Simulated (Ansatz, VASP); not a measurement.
# Cross-check of CdS (Greenockite) between VASP and Ansatz, part 2 of 2

Aim: how closely do two programs agree when they are given the same cell, functional and k mesh? Of the first pair: The cell is taken from a series of runs on this material, whose earlier steps may have relaxed, scaled, displaced or heated it; both programs get it as it stands.

VASP 6.6.1 and Ansatz 0.2.0.

So far: Starting point; VASP: relaxation of cell and atoms, PBE; Ansatz: relaxation of cell and atoms, PBE.

## 4. Differences

Known differences besides the potentials themselves: fixed occupations in Ansatz, narrow Gaussian smearing in VASP; the data sets hold 52 valence electrons in Ansatz (on its PAW soft_1 files) and 36 in VASP; the cutoff is 420 eV in Ansatz and 500 eV in VASP; Ansatz adds a Pulay correction to the stress that steers its cell, VASP none. Total energies have different zeros and are not compared.

Both answers:

```tsv
quantity	Ansatz	VASP	difference
volume (Å³)	104.18	104.70	-0.50 %
edge a after relaxation, in the typed setting (Å)	4.197	4.204	-0.17 %
edge c after relaxation, in the typed setting (Å)	6.829	6.841	-0.17 %
```

## 5. Ansatz: relaxation, PBE

This run makes the geometry at which the two programs are then compared.

The structure compared here is the end of the Ansatz relaxation.

The input, input.yaml:

```yaml
crystal:
  lattice:
    - [4.1107064269, 0.0, 0.0]
    - [-2.0553532134, 3.5599761932, 0.0]
    - [0.0, 0.0, 6.6916856366]
  atoms:
    - { symbol: S, position: [0.3333333333, 0.6666666667, 0.3757050531] }
    - { symbol: S, position: [0.6666666667, 0.3333333333, 0.8757050531] }
    - { symbol: Cd, position: [0.3333333333, 0.6666666667, -0.0007050531] }
    - { symbol: Cd, position: [0.6666666667, 0.3333333333, 0.4992949469] }
kpoints:
  mp_grid: { grid: [15, 15, 8] }
hamiltonian:
  xc: pbe
  pseudopotentials: { kind: paw, azcp: { folder: soft_1 } }
scf:
  occupations: { method: gaussian, width: 0.02 }
output:
  forces: true
  stress: true
  eigenvalues: true
relax:
  adjacent_minimum: "off"
  f_tol: 0.001
  max_steps: 60
  cell: { stress_tol: 0.01, fix: [volume] }
```

Run with:

```console
ansatz run input.yaml --threads 4 --pin off --max-ram 16384MiB --backend cpu --events-out ev --progress --plain --runs-dir out
```

Numbers of over 12 decimals in the logs are rounded to 6 here.

The log of the run:

```text
[...]
Crystal: 4 atoms, lattice volume = 97.926 Å³
Basis set: ecut = 420 eV, 1919 PW (Γ), exchange–correlation on 60×60×90 points (8 copies of the dense FFT grid, shifted against one another)
Bands: 32, of which v1, the nominal top of the filled ones, is band 26 counted from 1 (25 counted from 0)
Symmetry: 12 space group operations
[...]
--- Relaxed structure (2 steps of the walk, 2 accepted, 1 SCFs on fresh bases) ---
[...]
cell:  # Å, volume = 97.9262 Å³
    - [4.110513, -2.8866378517963694e-11, 0]
    - [-2.055256, 3.559809, 0]
    - [0, 0, 6.692316]
  atoms:
    - { symbol: S, position: [0.333333, 0.666667, 0.375677] }
    - { symbol: S, position: [0.666667, 0.333333, 0.875677] }
    - { symbol: Cd, position: [0.333333, 0.666667, -0.000677173] }
    - { symbol: Cd, position: [0.666667, 0.333333, 0.499323] }
[key lines of the parts left out:]
SCF converged after 6 iterations
Free energy (F): -18315.735860 eV
Fermi energy:    7.723596 eV
P = ⅓ Tr σ = 3.7923 GPa (37.923 kbar)
```

## 6. VASP: single point, PBE, pair 2

The same cell, functional, mesh and smearing now go to VASP, with its own data sets.

The input, INCAR:

```
SYSTEM = CdS
PREC = Accurate
ENCUT = 500
EDIFF = 1E-06
NELM = 120
ISMEAR = 0
SIGMA = 0.02
LREAL = .FALSE.
ALGO = Normal
GGA = PE
NBANDS = 24
LORBIT = 11
LWAVE = .FALSE.
LCHARG = .FALSE.
ISIF = 2
LASPH = .TRUE.
GGA_COMPAT = .FALSE.
EFERMI = MIDGAP
KPAR = 2
```

The input, POSCAR:

```
CdS
1.0
    4.1105128216      0.0000000000      0.0000000000
   -2.0552564108      3.5598085261      0.0000000000
    0.0000000000      0.0000000000      6.6923160086
S Cd
2 2
Direct
    0.3333333333      0.6666666667      0.3756771735
    0.6666666667      0.3333333333      0.8756771735
    0.3333333333      0.6666666667      0.9993228265
    0.6666666667      0.3333333333      0.4993228265
```

The input, KPOINTS:

```
Automatic mesh
0
Gamma
15 15 8
0 0 0
```

Potentials, in the order of the species: S and Cd (PBE family, release 64).

Run with:

```console
mpirun -np 2 vasp_std
```

The log of the run:

```text
[... set-up lines as in an earlier step ...]
 entering main loop
       N       E                     dE             d eps       ncg     rms          rms(c)
DAV:   1     0.244045274809E+03    0.24405E+03   -0.17388E+04  6480   0.134E+03
DAV:   2    -0.886552493024E+00   -0.24493E+03   -0.23789E+03  7448   0.336E+02
DAV:   3    -0.131795549339E+02   -0.12293E+02   -0.12252E+02  8072   0.768E+01
DAV:   4    -0.132950842789E+02   -0.11553E+00   -0.11549E+00  7608   0.737E+00
[...]
DAV:  12    -0.122164558096E+02   -0.51535E-04   -0.15168E-04  7280   0.657E-02    0.308E-02
DAV:  13    -0.122164715530E+02   -0.15743E-04   -0.27544E-05  7472   0.321E-02    0.153E-02
DAV:  14    -0.122164710987E+02    0.45431E-06   -0.43042E-06  6808   0.185E-02
   1 F= -.12216471E+02 E0= -.12216471E+02  d E =0.000000E+00
```

Parts of OUTCAR (step 6):

```text
  Total        2.5305118      2.5305118      2.5330794      0.0000000      0.0000000      0.0000000
  in kB       41.4018605     41.4018605     41.4438701      0.0000000      0.0000000      0.0000000
  external PRESSURE =      41.4158637 kB  Pullay stress =       0.0000000 kB

 POSITION                                       TOTAL-FORCE (eV/Angst)
 -----------------------------------------------------------------------------------
     -0.00000      2.37321      2.51415        -0.000000      0.000000     -0.002021
      2.05526      1.18660      5.86031         0.000000      0.000000     -0.002021
     -0.00000      2.37321      6.68778         0.000000      0.000000      0.002021
      2.05526      1.18660      3.34163         0.000000     -0.000000      0.002021
 -----------------------------------------------------------------------------------
    total drift:                                0.000000      0.000000      0.000366

  FREE ENERGIE OF THE ION-ELECTRON SYSTEM (eV)
  ---------------------------------------------------
  free  energy   TOTEN  =       -12.2164710987 eV

  energy  without entropy=      -12.2164710987  energy(sigma->0) =      -12.21647110

[... 3 further parts left out ...]
[key lines of the parts left out:]
E-fermi :   2.0568
```

The run ends at a pressure of 4.14 GPa, with forces up to 0.0020 eV/Å.

## 7. Comparison

What differs besides the data sets and the points named for the pairs above, as far as they apply: the data sets hold 52 valence electrons in Ansatz (on its PAW soft_1 files) and 36 in VASP; Ansatz's pressure holds a Pulay correction, VASP's none. Total energies have different zeros and are not compared.

The two programs side by side:

```tsv
quantity	Ansatz	VASP	difference
pressure (GPa)	3.79	4.14	-0.35
gap on the k mesh (eV)	1.254	1.258	-0.005
```

A gap on the mesh is an upper bound, since the band edges may lie between its points.

## 8. Ansatz: relaxation, PBE

This run makes the geometry at which the two programs are then compared. The cell compared in this pair holds 102.09 Å³, against 97.93 Å³ for the pair before.

The structure compared here is the end of the Ansatz relaxation.

input.yaml, the sections that differ from step 5:

```yaml
crystal:
  lattice:
    - [4.1687551162, 0.0, 0.0]
    - [-2.0843775581, 3.6102478328, 0.0]
    - [0.0, 0.0, 6.7835012282]
  atoms:
    - { symbol: S, position: [0.3333333333, 0.6666666667, 0.3757941102] }
    - { symbol: S, position: [0.6666666667, 0.3333333333, 0.8757941102] }
    - { symbol: Cd, position: [0.3333333333, 0.6666666667, -0.0007941102] }
    - { symbol: Cd, position: [0.6666666667, 0.3333333333, 0.4992058898] }
# kpoints, hamiltonian, scf, output, relax: as in step 5
```

Run with:

```console
ansatz run input.yaml --threads 4 --pin off --max-ram 16384MiB --backend cpu --events-out ev --progress --plain --runs-dir out
```

The log of the run:

```text
[...]
Crystal: 4 atoms, lattice volume = 102.093 Å³
Basis set: ecut = 420 eV, 1985 PW (Γ), exchange–correlation on 60×60×96 points (8 copies of the dense FFT grid, shifted against one another)
Bands: 32, of which v1, the nominal top of the filled ones, is band 26 counted from 1 (25 counted from 0)
Symmetry: 12 space group operations
[...]
--- Relaxed structure (2 steps of the walk, 2 accepted, 1 SCFs on fresh bases) ---
[...]
cell:  # Å, volume = 102.0933 Å³
    - [4.168616, 0.0, 0]
    - [-2.084308, 3.610128, 0]
    - [0, 0, 6.783953]
  atoms:
    - { symbol: S, position: [0.333333, 0.666667, 0.375773] }
    - { symbol: S, position: [0.666667, 0.333333, 0.875773] }
    - { symbol: Cd, position: [0.333333, 0.666667, -0.000773344] }
    - { symbol: Cd, position: [0.666667, 0.333333, 0.499227] }
[key lines of the parts left out:]
SCF converged after 5 iterations
Free energy (F): -18315.798522 eV
Fermi energy:    7.091425 eV
P = ⅓ Tr σ = 1.1253 GPa (11.253 kbar)
```

## 9. VASP: single point, PBE, pair 3

The same cell, functional, mesh and smearing now go to VASP, with its own data sets.

INCAR is that of step 6.

The input, POSCAR:

```
CdS
1.0
    4.1686163814      0.0000000000      0.0000000000
   -2.0843081907      3.6101276849      0.0000000000
    0.0000000000      0.0000000000      6.7839527563
S Cd
2 2
Direct
    0.3333333333      0.6666666667      0.3757733435
    0.6666666667      0.3333333333      0.8757733435
    0.3333333333      0.6666666667      0.9992266565
    0.6666666667      0.3333333333      0.4992266565
```

KPOINTS is that of step 6.

Run with:

```console
mpirun -np 2 vasp_std
```

The log of the run:

```text
[... set-up lines as in an earlier step ...]
 entering main loop
       N       E                     dE             d eps       ncg     rms          rms(c)
DAV:   1     0.241345490705E+03    0.24135E+03   -0.17335E+04  6480   0.133E+03
DAV:   2    -0.675526693026E+00   -0.24202E+03   -0.23531E+03  7464   0.331E+02
DAV:   3    -0.132557239932E+02   -0.12580E+02   -0.12534E+02  7992   0.764E+01
DAV:   4    -0.133792992648E+02   -0.12358E+00   -0.12353E+00  7576   0.748E+00
[...]
DAV:  12    -0.122884157048E+02   -0.38115E-04   -0.15290E-04  7112   0.671E-02    0.204E-02
DAV:  13    -0.122884167938E+02   -0.10889E-05   -0.13503E-05  8288   0.295E-02    0.718E-03
DAV:  14    -0.122884177931E+02   -0.99932E-06   -0.29817E-06  5976   0.159E-02
   1 F= -.12288418E+02 E0= -.12288418E+02  d E =0.000000E+00
```

OUTCAR, selected parts (step 9):

```text
  Total        0.9012132      0.9012132      0.9021401      0.0000000      0.0000000      0.0000000
  in kB       14.1429766     14.1429766     14.1575221      0.0000000      0.0000000      0.0000000
  external PRESSURE =      14.1478251 kB  Pullay stress =       0.0000000 kB

 POSITION                                       TOTAL-FORCE (eV/Angst)
 -----------------------------------------------------------------------------------
     -0.00000      2.40675      2.54923        -0.000000      0.000000     -0.001087
      2.08431      1.20338      5.94120         0.000000     -0.000000     -0.001087
     -0.00000      2.40675      6.77871         0.000000      0.000000      0.001087
      2.08431      1.20338      3.38673        -0.000000     -0.000000      0.001087
 -----------------------------------------------------------------------------------
    total drift:                               -0.000000     -0.000000     -0.001463

  FREE ENERGIE OF THE ION-ELECTRON SYSTEM (eV)
  ---------------------------------------------------
  free  energy   TOTEN  =       -12.2884177931 eV

  energy  without entropy=      -12.2884177931  energy(sigma->0) =      -12.28841779

[... 1 part as in an earlier step ...]

[... 2 further parts left out ...]
[key lines of the parts left out:]
E-fermi :   1.6537
```

The run ends at a pressure of 1.41 GPa, with forces up to 0.0011 eV/Å.

## 10. Differences

What differs besides the data sets and the points named for the pairs above, as far as they apply: the data sets hold 52 valence electrons in Ansatz (on its PAW soft_1 files) and 36 in VASP. Total energies have different zeros and are not compared.

The two programs side by side:

```tsv
quantity	Ansatz	VASP	difference
pressure (GPa)	1.13	1.41	-0.29
gap on the k mesh (eV)	1.158	1.161	-0.003
```

A gap on the mesh is an upper bound, since the band edges may lie between its points.

## 11. Outcome

| Property | Result |
| --- | --- |
| difference in volume (relaxation of cell and atoms, PBE) | -0.50 % |
| difference in gap on the k mesh (single point, PBE, pair 2) | -0.0047 eV |
| difference in gap on the k mesh (single point, PBE, pair 3) | -0.0027 eV |

What this shows: The difference in volume is -0.50 % (relaxation of cell and atoms, PBE), within the 1.2 % picked in this series as the mark of a large difference, as far as the stopping tolerances let one tell. The data sets hold unlike numbers of valence electrons (52 in Ansatz and 36 in VASP), so part of the differences comes from the potentials. 5 further runs of this series are not shown here. How closely two codes agree says nothing of how well the functional describes the real material.

[Lines on the potential files, build, host, timing and source positions are cut from VASP's logs without a mark.]

[Logs are printed without paths, hosts, clocks, repeated set-up lines and the standing remarks that a program may print on its own settings, such as how far it seeks lower states.]

[Hosts, paths, dates, database ids (printed as entryN), source tags and the programs' standing remarks are cut or masked in the printed files.]
